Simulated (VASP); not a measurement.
A convergence study with VASP on GaSb (zinc blende): one setting is varied, all else stays as given below, so the limit is that of these other settings. Each run relaxes cell and ions from the cell shown. The basis is that of the starting cell, so low cut-offs carry a Pulay error.

```xyz
2
Lattice="0.0000 3.0500 3.0500 3.0500 0.0000 3.0500 3.0500 3.0500 0.0000" Properties=species:S:1:pos:R:3 pbc="T T T"
Ga     0.0000     0.0000     0.0000
Sb     1.5250     1.5250     1.5250
```

These are LDA (Ceperley-Alder, Perdew-Zunger), VASP's LDA PAW potentials (set 64) (plane waves; VASP) values and carry that method's errors. The tightest run used: 700 eV cut-off, 6×6×6 Γ-centred mesh, Gaussian smearing of 0.050 eV, potentials Ga_d Sb.

Unless said otherwise, spin-orbit coupling is left out, though it shifts the bands of the heavy elements here. Gaps are read on the run's mesh, which can miss a band edge.

Task: The settings run are ENCUT = 200; ENCUT = 250; ENCUT = 300; ENCUT = 350; ENCUT = 400; ENCUT = 450; ENCUT = 500; ENCUT = 550; ENCUT = 600; ENCUT = 650; ENCUT = 700. From which on does the relaxed volume stay within 0.05 Å³/atom of the tightest run?

Result: From ENCUT = 450 on: it is off by 0.023 there and by no more than 0.05 in any finer run, while ENCUT = 400 is off by 0.075.
```json
[
 {"setting": "ENCUT = 200", "relaxed volume (Å³/atom)": "24.156", "E (eV/atom)": "-4.4288", "gap on the mesh (eV)": "0.581", "plane waves": "375", "difference judged (Å³/atom)": "3.609"},
 {"setting": "ENCUT = 250", "relaxed volume (Å³/atom)": "26.960", "E (eV/atom)": "-4.3263", "gap on the mesh (eV)": "0.306", "plane waves": "531", "difference judged (Å³/atom)": "0.805"},
 {"setting": "ENCUT = 300", "relaxed volume (Å³/atom)": "27.750", "E (eV/atom)": "-4.3209", "gap on the mesh (eV)": "0.093", "plane waves": "692", "difference judged (Å³/atom)": "0.015"},
 {"setting": "ENCUT = 350", "relaxed volume (Å³/atom)": "27.696", "E (eV/atom)": "-4.3206", "gap on the mesh (eV)": "0.107", "plane waves": "869", "difference judged (Å³/atom)": "0.069"},
 {"setting": "ENCUT = 400", "relaxed volume (Å³/atom)": "27.690", "E (eV/atom)": "-4.3202", "gap on the mesh (eV)": "0.109", "plane waves": "1056", "difference judged (Å³/atom)": "0.075"},
 {"setting": "ENCUT = 450", "relaxed volume (Å³/atom)": "27.742", "E (eV/atom)": "-4.3200", "gap on the mesh (eV)": "0.096", "plane waves": "1247", "difference judged (Å³/atom)": "0.023"},
 {"setting": "ENCUT = 500", "relaxed volume (Å³/atom)": "27.766", "E (eV/atom)": "-4.3199", "gap on the mesh (eV)": "0.090", "plane waves": "1459", "difference judged (Å³/atom)": "0.001"},
 {"setting": "ENCUT = 550", "relaxed volume (Å³/atom)": "27.762", "E (eV/atom)": "-4.3199", "gap on the mesh (eV)": "0.091", "plane waves": "1687", "difference judged (Å³/atom)": "0.003"},
 {"setting": "ENCUT = 600", "relaxed volume (Å³/atom)": "27.758", "E (eV/atom)": "-4.3200", "gap on the mesh (eV)": "0.092", "plane waves": "1917", "difference judged (Å³/atom)": "0.007"},
 {"setting": "ENCUT = 650", "relaxed volume (Å³/atom)": "27.761", "E (eV/atom)": "-4.3199", "gap on the mesh (eV)": "0.091", "plane waves": "2158", "difference judged (Å³/atom)": "0.004"},
 {"setting": "ENCUT = 700", "relaxed volume (Å³/atom)": "27.765", "E (eV/atom)": "-4.3199", "gap on the mesh (eV)": "0.090", "plane waves": "2421", "difference judged (Å³/atom)": "0.000"}
]
```

Left out are rungs that failed or repeat a setting and relaxations that didn't move; long series are thinned to 24 rows.

The compound is GaSb in the zinc blende structure.
